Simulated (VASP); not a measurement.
Given:

```
CELL_PARAMETERS angstrom
      1.58244    -2.74086     0.00000
      1.58244     2.74086     0.00000
      0.00000     0.00000     3.54109
ATOMIC_POSITIONS crystal
  Zr 0.00000 0.00000 0.00000
  B  0.33333 0.66667 0.50000
  B  0.66667 0.33333 0.50000
```

Calculation: optB86b-vdW, VASP's PBE PAW potentials (set 64) (plane waves; VASP 6.6.1). Settings: 520 eV cut-off, Gaussian smearing of 0.050 eV, potentials Zr_sv B.

Question: Estimate the band gap (along the path) with the smallest direct gap where there is one.

Answer: 
```yaml
band gap (along the path): none (metal, semimetal or under 0.01 eV)
```

Total energies compare only between runs with the same potentials, cut-off and functional.

The compound is ZrB2 in the AlB2 type structure. It was relaxed first.
